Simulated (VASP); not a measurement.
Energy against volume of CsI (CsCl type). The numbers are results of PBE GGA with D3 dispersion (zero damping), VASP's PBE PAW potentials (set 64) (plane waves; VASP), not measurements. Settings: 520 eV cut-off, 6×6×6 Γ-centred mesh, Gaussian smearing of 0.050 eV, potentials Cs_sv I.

```
V (Å³/atom)  E (eV/atom)
-----------  -----------
49.414          -2.96550
50.942          -2.96692
52.470          -2.96569
53.998          -2.96218
```

Question: Fit these four points and predict the energy of the run at 47.885 Å³/atom.

Answer: A cubic in V^(−2/3), the third-order Birch-Murnaghan form, passes through the four points with V0 = 50.96 Å³/atom and B0 = 9 GPa, and gives -2.9610 eV/atom there. The run gave -2.9610 eV/atom, +0.0 meV/atom from the fit; all five points give B0 = 9 GPa.

The compound is CsI in the CsCl type structure. It was relaxed first, which changed the volume by +7 %.
